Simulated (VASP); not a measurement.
# LuMnIn (P-6m2) in VASP: a series of runs

Aim: see how the results for LuMnIn move with the level of theory and the settings. Levels: RPBE, LDA, PBE, r2SCAN, r2SCAN+rVV10. Tasks: single point, relaxation of cell and atoms.

All numbers are computed with VASP 6.6.1; they aren't measurements. Logs are shortened: lines on timing, memory, paths and dates and some standing lists are left out, and cuts for length are marked.

**1. Starting point**

Symmetry: P-6m2, No. 187, hexagonal system. The conventional cell has a = 4.737 Å, b = 4.737 Å, c = 3.401 Å, α = 90.00°, β = 90.00°, γ = 120.00°. Lu (site symmetry -6m2) has 6 In at 3.22 Å and 6 Mn at 3.22 Å and 2 Lu at 3.40 Å as nearest neighbours. In (site symmetry -6m2) has 3 Mn at 2.73 Å as nearest neighbours. Around Mn (site symmetry -6m2) lie 3 In at 2.73 Å.

The cell comes from a database or a generator and needn't be the stable form of this composition.

**2. Single point, RPBE, collinear spin, ferromagnetic start**

INCAR

```
  ALGO = Fast
  EDIFF = 1E-6
  ENCUT = 600
  GGA = RP
  ISIF = 2
  ISMEAR = 0
  ISPIN = 2
  LASPH = True
  LCHARG = True
  LELF = True
  LMAXMIX = 4
  LORBIT = 11
  LREAL = False
  LVHAR = True
  LWAVE = False
  MAGMOM = 0 0 4
  NBANDS = 30
  NELM = 100
  PREC = Accurate
  SIGMA = 0.05
```

KPOINTS

```
k-points
0
Gamma
  7 7 8
```

POSCAR

```
LuMnIn
4.7366
    0.999991502723      0.000000000000      0.000000000000
   -0.499995751362      0.866018044927      0.000000000000
    0.000000000000      0.000000000000      0.717970907402
Lu In Mn
1 1 1
Direct
    0.0000000000      0.0000000000      0.0000000000
    0.6666666667      0.3333333333      0.5000000000
    0.3333333333      0.6666666667      0.5000000000
```

Potentials or basis: VASP PAW PBE potentials, release 64 (Lu_3, In_d, Mn_sv), 4f in core.

Started as:

```
> cat potpaw_PBE.64/Lu_3/POTCAR potpaw_PBE.64/In_d/POTCAR potpaw_PBE.64/Mn_sv/POTCAR > POTCAR
> mpirun -np 1 vasp_std > vasp.out
```

OUTCAR:

```text
EDIFF = 1E-6
   ENCUT = 600
   GGA = RP
   ISIF = 2
   ISMEAR = 0
   ISPIN = 2
   LASPH = True
   LORBIT = 11
   LREAL = False
   NELM = 100
   PREC = Accurate

 ion  position               nearest neighbor table
   1  0.000  0.000  0.000-   2 3.22   3 3.22   2 3.22   3 3.22   2 3.22   2 3.22   3 3.22   3 3.22
                             2 3.22   2 3.22   3 3.22   3 3.22
   2  0.667  0.333  0.500-   3 2.73   3 2.73   3 2.73   1 3.22   1 3.22   1 3.22   1 3.22   1 3.22
                             1 3.22
   3  0.333  0.667  0.500-   2 2.73   2 2.73   2 2.73   1 3.22   1 3.22   1 3.22   1 3.22   1 3.22
                             1 3.22

  LATTYP: Found a hexagonal cell.
 ALAT       =     4.7365597518
 C/A-ratio  =     0.7179770083

  Lattice vectors:

 A1 = (   4.7365597518,   0.0000000000,   0.0000000000)
 A2 = (  -2.3682798759,   4.1019810716,   0.0000000000)
 A3 = (   0.0000000000,   0.0000000000,   3.4007410000)

Analysis of symmetry for initial positions (statically):
=====================================================================
 Subroutine PRICEL returns:
 Original cell was already a primitive cell.

 Routine SETGRP: Setting up the symmetry group for a
 hexagonal supercell.

 Subroutine GETGRP returns: Found 12 space group operations
 (whereof 12 operations were pure point group operations)
 out of a pool of 24 trial point group operations.

The static configuration has the point symmetry D_3h.

Analysis of symmetry for dynamics (positions and initial velocities):
=====================================================================
 Subroutine PRICEL returns:
 Original cell was already a primitive cell.

 Routine SETGRP: Setting up the symmetry group for a
 hexagonal supercell.

 Subroutine GETGRP returns: Found 12 space group operations
 (whereof 12 operations were pure point group operations)
 out of a pool of 24 trial point group operations.

The dynamic configuration has the point symmetry D_3h.

Analysis of structural, dynamic, and magnetic symmetry:
=====================================================================
 Subroutine PRICEL returns:
 Original cell was already a primitive cell.

 Routine SETGRP: Setting up the symmetry group for a
 hexagonal supercell.

 Subroutine GETGRP returns: Found 12 space group operations
 (whereof 12 operations were pure point group operations)
 out of a pool of 24 trial point group operations.

The overall configuration has the point symmetry D_3h.

 Subroutine INISYM returns: Found 12 space group operations
 (whereof 12 operations are pure point group operations),
 and found     1 'primitive' translations

----------------------------------------------------------------------------------------

                                     Primitive cell

  volume of cell :      66.0739

  direct lattice vectors                    reciprocal lattice vectors
     4.736559752  0.000000000  0.000000000     0.211123696  0.121892323  0.000000000
    -2.368279876  4.101981072  0.000000000     0.000000000  0.243784645  0.000000000
     0.000000000  0.000000000  3.400741000     0.000000000  0.000000000  0.294053561

  length of vectors
     4.736559752  4.736559752  3.400741000     0.243784645  0.243784645  0.294053561

  position of ions in fractional coordinates (direct lattice)
     0.000000000  0.000000000  0.000000000
     0.666666667  0.333333333  0.500000000
     0.333333333  0.666666667  0.500000000

  ion indices of the primitive-cell ions
   primitive index   ion index
                 1           1
                 2           2
                 3           3

----------------------------------------------------------------------------------------

 KPOINTS: k-points

Automatic generation of k-mesh.
 Grid dimensions read from file:
 generate k-points for:    7    7    8

 Generating k-lattice:

  Cartesian coordinates                     Fractional coordinates (reciprocal lattice)
     0.030160528  0.017413189  0.000000000     0.142857143 -0.000000000  0.000000000
     0.000000000  0.034826378  0.000000000     0.000000000  0.142857143  0.000000000
     0.000000000  0.000000000  0.036756695     0.000000000  0.000000000  0.125000000

  Length of vectors
     0.034826378  0.034826378  0.036756695

  Shift w.r.t. Gamma in fractional coordinates (k-lattice)
     0.000000000  0.000000000  0.000000000

 Subroutine IBZKPT returns following result:
 ===========================================

 Found     40 irreducible k-points:

 Following reciprocal coordinates:
            Coordinates               Weight
  0.000000  0.000000  0.000000      1.000000
  0.142857  0.000000  0.000000      6.000000
  0.285714  0.000000  0.000000      6.000000
  0.428571 -0.000000  0.000000      6.000000
  0.142857  0.142857  0.000000      6.000000
  0.285714  0.142857  0.000000     12.000000
[... 16 lines left out ...]
  0.428571  0.142857  0.250000     12.000000
  0.285714  0.285714  0.250000     12.000000
 [... further k-points ...]
   k-points           NKPTS =     40   k-points in BZ     NKDIM =     40   number of bands    NBANDS=     30
   number of dos      NEDOS =    301   number of ions     NIONS =      3
   total plane-waves  NPLWV =  44800
   dimension x,y,z NGX =    40 NGY =   40 NGZ =   28
   dimension x,y,z NGXF=    80 NGYF=   80 NGZF=   56
   ions per type =               1   1   1
   NGX,Y,Z   is equivalent  to a cutoff of  14.04, 14.04, 13.69 a.u.
   NGXF,Y,Z  is equivalent  to a cutoff of  28.08, 28.08, 27.38 a.u.
 SYSTEM =  unknown system
   PREC   = accura    normal or accurate (medium, high low for compatibility)
   ISTART =      0    job   : 0-new  1-cont  2-samecut
   ICHARG =      2    charge: 1-file 2-atom 10-const
   ISPIN  =      2    spin polarized calculation?
   LNONCOLLINEAR =      F non collinear calculations
   LSORBIT =      F    spin-orbit coupling
   LASPH  =      T    aspherical Exc in radial PAW
   ENCUT  =  600.0 eV  44.10 Ry    6.64 a.u.   9.46  9.46  6.79*2*pi/ulx,y,z
   NELM   =    100;   NELMIN=  2; NELMDL= -5     # of ELM steps
   EDIFF  = 0.1E-05   stopping-criterion for ELM
   LREAL  =      F    real-space projection
   EDIFFG = 0.1E-04   stopping-criterion for IOM
   NSW    =      0    number of steps for IOM
   IBRION =     -1    ionic relax: 0-MD 1-quasi-New 2-CG
   NFREE  =      0    steps in history (QN), initial steepest desc. (CG)
   ISIF   =      2    stress and relaxation
   ISYM   =      2    0-nonsym 1-usesym 2-fastsym
   POTIM  = 0.5000    time-step for ionic-motion
   TEBEG  =    0.0;   TEEND  =   0.0 temperature during run
   PSTRESS=    0.0 pullay stress
   NELECT =      37.0000    total number of electrons
   NUPDOWN=      -1.0000    fix difference up-down
   EMIN   =  10.00;   EMAX   =-10.00  energy-range for DOS
   EFERMI =   0.00;   METHOD = LEGACY
   ISMEAR =     0;   SIGMA  =   0.05  broadening in eV -4-tet -1-fermi 0-gaus
   EFERMI_NEDOS =   21; number of points for ismear=-14 and -15
   IALGO  =     68    algorithm
   IMIX   =      4    mixing-type and parameters
     AMIX     =   0.40;   BMIX     =  1.00
     AMIX_MAG =   1.60;   BMIX_MAG =  1.00
  volume/ion in A,a.u.               =      22.02       148.63
  Fermi-wavevector in a.u.,A,eV,Ry     =   1.349373  2.549945 24.773588  1.820807
  Thomas-Fermi vector in A             =   2.476965
   LORBIT       =     11    0 simple, 1 ext, 2 COOP (PROOUT), +10 PAW based schemes
   GGA     = RP    functional components
   LHFCALC =     F    Hartree Fock is set to
   AEXX    =    0.0000 exact exchange contribution
   IVDW    =     0    specifies the selected vdW correction
   LEPSILON=     F    determine dielectric tensor
   LRPA    =     F    only Hartree local field effects (RPA)
 spin polarized calculation
 RMM-DIIS sequential band-by-band and
 Gauss-broadening in eV      SIGMA  =   0.05
  energy-cutoff  :      600.00
  volume of cell :       66.07
 maximum number of plane-waves:      2234
 NGX is ok and might be reduce to    40
   NGX = 19   NGY = 19   NGZ = 13

 number of electron      36.9999986 magnetization       3.5325626

 Free energy of the ion-electron system (eV)
  ---------------------------------------------------
  ext. energy  EPLUGINS =         0.00000000
  ---------------------------------------------------
  free energy    TOTEN  =       -15.22169135 eV

  energy without entropy =      -15.22034267  energy(sigma->0) =      -15.22101701

 E-fermi :   6.7001     XC(G=0): -10.7166

 val. band max:        6.6990441626   @ k =   0.1429   0.1429   0.3750
 cond. band min:       6.7432739104   @ k =   0.2857   0.1429   0.5000
 fundamental gap:      0.0442297478
 Fermi energy:         6.7000895906

 spin component 1

 k-point     1 :       0.0000    0.0000    0.0000
  band No.  band energies     occupation
      1     -74.7160      1.00000
      2     -43.4231      1.00000
      3     -43.4230      1.00000
      4     -43.3056      1.00000
      5     -20.2860      1.00000
      6     -20.2860      1.00000
[... 781 lines left out ...]
     29      15.6657      0.00000
     30      16.1956      0.00000

 [... further k-points ...]

 spin component 2

 k-point     1 :       0.0000    0.0000    0.0000
  band No.  band energies     occupation
      1     -70.7874      1.00000
      2     -39.5477      1.00000
      3     -39.5477      1.00000
      4     -39.4110      1.00000
      5     -20.3585      1.00000
      6     -20.3585      1.00000
[... 781 lines left out ...]
     29      15.9618      0.00000
     30      16.5046      0.00000

 [... further k-points ...]

------------------------ aborting loop because EDIFF is reached ----------------------------------------

  FORCE on cell =-STRESS in cart. coord.  units (eV):
  Direction    XX          YY          ZZ          XY          YZ          ZX
  --------------------------------------------------------------------------------------
  -------------------------------------------------------------------------------------
  Total        0.8801069      0.8801069      0.7278357     -0.0000000      0.0000000      0.0000000
  in kB       21.3410497     21.3410497     17.6487395     -0.0000000      0.0000000      0.0000000
  external PRESSURE =      20.1102796 kB  Pullay stress =       0.0000000 kB

 VOLUME and BASIS-vectors are now :
 -----------------------------------------------------------------------------
  energy-cutoff  :      600.00
  volume of cell :       66.07
      direct lattice vectors                 reciprocal lattice vectors
     4.736559752  0.000000000  0.000000000     0.211123696  0.121892323  0.000000000
    -2.368279876  4.101981072  0.000000000     0.000000000  0.243784645  0.000000000
     0.000000000  0.000000000  3.400741000     0.000000000  0.000000000  0.294053561

 POSITION                                       TOTAL-FORCE (eV/Angst)
 -----------------------------------------------------------------------------------
      0.00000      0.00000      0.00000        -0.000000      0.000000      0.000000
      2.36828      1.36733      1.70037        -0.000000     -0.000000      0.000000
     -0.00000      2.73465      1.70037         0.000000     -0.000000      0.000000
 -----------------------------------------------------------------------------------
    total drift:                                0.000003     -0.000002     -0.000000

  FREE ENERGIE OF THE ION-ELECTRON SYSTEM (eV)
  ---------------------------------------------------
  free  energy   TOTEN  =       -15.2216913522 eV

  energy  without entropy=      -15.2203426740  energy(sigma->0) =      -15.22101701

 total charge

# of ion       s       p       d       tot
------------------------------------------
    1        0.383   6.509   0.918   7.810
    2        0.895   0.858   9.834  11.587
    3        2.185   6.026   4.615  12.826
--------------------------------------------------
tot          3.463  13.394  15.366  32.223

 magnetization (x)

# of ion       s       p       d       tot
------------------------------------------
    1       -0.032  -0.032  -0.144  -0.209
    2       -0.011  -0.030   0.003  -0.037
    3        0.031   0.016   3.437   3.484
--------------------------------------------------
tot         -0.012  -0.046   3.296   3.238
```

Run time: 13 min. Hardware: 1 thread of Intel Xeon 6975P-C (Granite Rapids), shared host; peak memory 0.38 GiB.

What came out:

| Property | Result |
| --- | --- |
| Free energy | -15.2217 eV |
| Pressure | 2.0 GPa |
| Band gap on the k mesh | none (metal or under the smearing width) |
| Net moment | 3.53 μB per cell |
| Site moments | Lu -0.21; In -0.04; Mn +3.48 μB |
| Valence electrons inside the program's atomic spheres | Lu 7.81; In 11.59; Mn 12.83 |

Caveat: the PAW data sets were made with another functional, which shifts forces and pressure a little; spin-orbit coupling is left out, which moves the levels of the heavy elements.

(Continued in part 2 of 3.)
